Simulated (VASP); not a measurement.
A convergence study with VASP on Cu (fcc): one setting is varied, all else stays as given below, so the limit is that of these other settings. Each run relaxes cell and ions from the cell shown.

```
Cu
1.0
    0.00000     1.80500     1.80500
    1.80500     0.00000     1.80500
    1.80500     1.80500     0.00000
Cu
1
Direct
  0.00000   0.00000   0.00000
```

Level of theory: PBE GGA, VASP's PBE PAW potentials (set 64) (plane waves; VASP 6.6.1). The tightest run used: 550 eV cut-off, 22×22×22 Γ-centred mesh, first-order Methfessel-Paxton smearing of 0.10 eV, potentials Cu.

### Question
The settings run are 3×3×3 mesh; 4×4×4 mesh; 5×5×5 mesh; 6×6×6 mesh; 7×7×7 mesh; 8×8×8 mesh; 9×9×9 mesh; 10×10×10 mesh; 11×11×11 mesh; 12×12×12 mesh; 13×13×13 mesh; 15×15×15 mesh; 16×16×16 mesh; 17×17×17 mesh; 18×18×18 mesh; 19×19×19 mesh; 20×20×20 mesh; 21×21×21 mesh; 22×22×22 mesh. From which on does the relaxed volume stay within 0.05 Å³/atom of the tightest run?

### Answer
From 9×9×9 mesh on: it is off by 0.003 there and by no more than 0.05 in any finer run, while 8×8×8 mesh is off by 0.070.
```tsv
setting	relaxed volume (Å³/atom)	E (eV/atom)	irreducible k-points	difference judged (Å³/atom)
3×3×3 mesh	11.671	-4.0593	4	0.333
4×4×4 mesh	12.133	-3.5628	8	0.129
5×5×5 mesh	11.944	-3.8264	10	0.059
6×6×6 mesh	12.098	-3.6649	16	0.094
7×7×7 mesh	11.988	-3.7680	20	0.015
8×8×8 mesh	12.074	-3.6967	29	0.070
9×9×9 mesh	12.007	-3.7413	35	0.003
10×10×10 mesh	12.031	-3.7136	47	0.027
11×11×11 mesh	11.980	-3.7332	56	0.024
12×12×12 mesh	11.996	-3.7244	72	0.008
13×13×13 mesh	11.995	-3.7284	84	0.009
15×15×15 mesh	11.984	-3.7261	120	0.020
16×16×16 mesh	12.011	-3.7282	145	0.007
17×17×17 mesh	11.985	-3.7263	165	0.019
18×18×18 mesh	12.017	-3.7286	195	0.013
19×19×19 mesh	11.996	-3.7256	220	0.008
20×20×20 mesh	12.006	-3.7290	256	0.002
21×21×21 mesh	11.998	-3.7259	286	0.006
22×22×22 mesh	12.004	-3.7292	328	0.000
```

Left out are rungs that failed or repeat a setting and relaxations that didn't move; long series are thinned to 24 rows.

The compound is Cu in the fcc structure.
